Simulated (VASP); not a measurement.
Given:

```
V
1.0
   -1.46394     1.46394     1.46394
    1.46394    -1.46394     1.46394
    1.46394     1.46394    -1.46394
V
1
Direct
  0.00000   0.00000   0.00000
```

Computed with LDA (Ceperley-Alder, Perdew-Zunger), VASP's LDA PAW potentials (set 64) (plane waves; VASP). Run with 500 eV cut-off, 17×17×17 Γ-centred mesh, first-order Methfessel-Paxton smearing of 0.10 eV, potentials V_sv.

Energy and stress use the plane-wave basis of the starting cell.

### Question
The ions, cell shape and volume at an external pressure of 5.0 GPa are relaxed. Which structure does the run end with?

### Answer

```
V
1.0
   -1.45309     1.45309     1.45309
    1.45309    -1.45309     1.45309
    1.45309     1.45309    -1.45309
V
1
Direct
  0.00000   0.00000   0.00000
```
Space group Im-3m (229), at a tolerance of 0.03 Å.

### Question
How do energy and volume change from the first to the last step?

### Answer
The energy (σ→0) changes by +4.2 meV/atom and the volume by -2.2 %, in 3 ionic steps.

| step | E(σ→0) (eV) | max force (eV/Å) | pressure (GPa) | volume (Å³) |
|---|---|---|---|---|
| 1 | -9.9462 | 0.000 | -0.03 | 12.55 |
| 2 | -9.9177 | 0.000 | 13.51 | 11.85 |
| 3 | -9.9420 | 0.000 | 4.96 | 12.27 |

The compound is V in the bcc structure. This run relaxes it under an external pressure of 5 GPa. Symmetry was kept, so distortions that lower it aren't found. The run is not spin-polarised, so no magnetic state was tried.
